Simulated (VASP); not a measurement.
```
Co
1.0
    1.22705    -2.12531     0.00000
    1.22705     2.12531     0.00000
    0.00000     0.00000     3.95823
Co
2
Direct
  0.33333   0.66667   0.25000
  0.66667   0.33333   0.75000
```
Starting moments (μB, in the order of the record's atoms Co Co): 1.6 1.6.

Level of theory: PBEsol GGA, VASP's PBE PAW potentials (set 64) (plane waves; VASP). Settings: 480 eV cut-off, 16×16×8 Γ-centred mesh, first-order Methfessel-Paxton smearing of 0.10 eV, potentials Co.

Each row applies one change to this cell, which was relaxed at other settings and keeps the small stress of the first row; at a fixed cut-off the stress holds a Pulay part, so it need not integrate to ΔE exactly. Stress is in GPa, positive when the cell is compressed.

| change | ΔE (meV/atom) | σxx | σyy | σzz | largest shear component, with its sign (GPa) | largest force (eV/Å) | moment (μB) |
|---|---|---|---|---|---|---|---|
| none | 0.0 | -0.11 | -0.11 | 0.42 | 0.00 | 0.000 | 3.12 |
| atom 2 (Co) moved by 0.050 Å along x | 2.0 | -0.14 | -0.04 | 0.58 | -0.97 | 0.155 | 3.12 |
| biaxial strain of +0.5 % in the yz plane | 0.9 | -1.62 | -2.99 | -2.62 | 0.00 | 0.011 | 3.12 |
| uniaxial strain of +1.5 % along z | ? | ? | ? | ? | ? | ? | ? |
| atom 2 (Co) moved by 0.050 Å along y | 2.0 | -1.00 | 0.83 | 0.59 | 0.00 | 0.157 | 3.12 |
| atom 1 (Co) moved by 0.100 Å along x | 7.7 | -0.16 | 0.10 | 1.13 | 2.08 | 0.294 | 3.12 |
| atom 1 (Co) moved by 0.150 Å along z | ? | ? | ? | ? | ? | ? | ? |
| atom 1 (Co) moved by -0.200 Å along x | 29.1 | -0.29 | 0.56 | 3.36 | -4.22 | 0.566 | 3.12 |

**Question.** Some entries are withheld; supply them.

**Answer.** 
- uniaxial strain of +1.5 % along z, ΔE (meV/atom): 3.0
- uniaxial strain of +1.5 % along z, σxx: -2.01
- uniaxial strain of +1.5 % along z, σyy: -2.01
- uniaxial strain of +1.5 % along z, σzz: -6.46
- uniaxial strain of +1.5 % along z, largest shear component, with its sign (GPa): 0.00
- uniaxial strain of +1.5 % along z, largest force (eV/Å): 0.000
- uniaxial strain of +1.5 % along z, moment (μB): 3.13
- atom 1 (Co) moved by 0.150 Å along z, ΔE (meV/atom): 50.0
- atom 1 (Co) moved by 0.150 Å along z, σxx: 2.07
- atom 1 (Co) moved by 0.150 Å along z, σyy: 2.07
- atom 1 (Co) moved by 0.150 Å along z, σzz: 7.19
- atom 1 (Co) moved by 0.150 Å along z, largest shear component, with its sign (GPa): 0.00
- atom 1 (Co) moved by 0.150 Å along z, largest force (eV/Å): 1.454
- atom 1 (Co) moved by 0.150 Å along z, moment (μB): 3.12

Failed runs are left out, and for metals the shear rows, which the mesh's noise covers.

The compound is Co in the hcp structure. The spin order is the one that the start imposed; others were not tried in this run.
